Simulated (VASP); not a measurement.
# BHSeCl₂: harmonic vibrations of a molecule

BHSeCl₂, molecule in box, 5 atoms in the cell. PBE, harmonic vibrations; PAW potentials Cl, B, Se, H (PBE set).

## Input

INCAR.step1:
```
SYSTEM = BHSeCl2
ALGO     = Normal         ! electronic algorithm
EDIFF    = 1E-8           ! SCF threshold, eV
EDIFFG   = -0.002         ! ionic threshold
ENCUT    = 350            ! plane-wave cutoff, eV
IBRION   = 2              ! ionic algorithm
ISIF     = 2              ! what is computed and relaxed
ISMEAR   = 0              ! smearing method
ISYM     = 0            
LASPH    = .True.         ! aspherical terms in the spheres
LCHARG   = .False.        ! write CHGCAR
LREAL    = .False.        ! projectors in reciprocal space
LWAVE    = .False.        ! write WAVECAR
NELM     = 100            ! most SCF steps
NSW      = 60             ! ionic steps
POTIM    = 0.5            ! step
PREC     = Accurate       ! precision mode
SIGMA    = 0.01           ! smearing width, eV
```

INCAR.step2, as INCAR.step1 but for:
```
- EDIFFG = -0.002
- IBRION = 2
- ISIF = 2
- NSW = 60
- POTIM = 0.5
+ IBRION = 5
+ NFREE = 2
+ NSW = 1
+ POTIM = 0.015
```

KPOINTS:
```
k-points
0
Gamma
  1 1 1
```

POSCAR.step1:
```
BHSeCl2
1.0
   12.0000000000      0.0000000000      0.0000000000
    0.0000000000     13.0000000000      0.0000000000
    0.0000000000      0.0000000000     13.0000000000
Cl B Se H
2 1 1 1
Direct
    0.5305458300      0.5231000000      0.6193730800
    0.5965708300      0.3684153800      0.4572961500
    0.5261291700      0.4805846200      0.4922346200
    0.4458208300      0.5523846200      0.3858576900
    0.4055958300      0.6348153800      0.4535346200
```

Commands (each step's output is kept before the next begins):
```
cat potpaw_PBE.64/Cl/POTCAR potpaw_PBE.64/B/POTCAR potpaw_PBE.64/Se/POTCAR potpaw_PBE.64/H/POTCAR > POTCAR
cp INCAR.step1 INCAR
cp POSCAR.step1 POSCAR
mpirun -np 4 vasp_gam > vasp.out
cp CONTCAR POSCAR
cp INCAR.step2 INCAR
mpirun -np 4 vasp_gam > vasp.out
```

## Result

- Vibrations (cm⁻¹; a negative value is imaginary): 2353, 941, 867, 687, 406, 387, 334, 207, 177
- Zero-point energy (eV): 0.394
- Translations and rotations, which should read zero (cm⁻¹): -6, -4, -1, 2, 5, 7
- Vibrational entropy at 298 K (meV/K): 0.357
- Displaced cells: 30
- Ionic steps, all stages: 55
- Electronic steps, all stages: 913

VASP 6.6.1 took 2756 s on 4 cores (AMD EPYC 7571), a shared host.
